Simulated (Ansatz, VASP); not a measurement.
## ZrHg: VASP beside Ansatz

```
CELL_PARAMETERS angstrom
3.05913 0.00000 0.00000
0.00000 3.05913 0.00000
0.00000 0.00000 4.18199
ATOMIC_POSITIONS crystal
Zr 0.50000 0.50000 0.50000
Hg 0.00000 0.00000 0.00000
```

Alike in both runs: functional LDA; k mesh 14 × 14 × 10; occupations fermi-dirac, width 0.15 eV; no spin polarisation.

Ansatz relaxed the structure, and its values are those at the end. VASP's run is a single point on that final structure, the one shown.

|  | VASP | Ansatz |
| --- | --- | --- |
| version | VASP 6.6.1 | Ansatz 0.2.0 |
| potentials or method | VASP PAW LDA potentials, release 64 (Zr_sv, Hg) | scalar-relativistic, plane waves, PAW |
| plane-wave cutoff (eV) | 520 | 420 |
| valence electrons in the cell | 24 | 32 |

Ansatz gave:

| Item | Value |
| --- | --- |
| gap on the k mesh at the Fermi level (eV) | none |
| pressure (GPa) | 2.6 |

**Question.** Estimate VASP's values.

**Answer.** gap on the k mesh at the Fermi level (eV): none; pressure (GPa): 3.5.

A gap of «none» marks a metal or a gap that the smearing closes. The two sets of potentials don't hold the same shells in valence.

Spin-orbit coupling is left out, which matters for the levels of Hg.
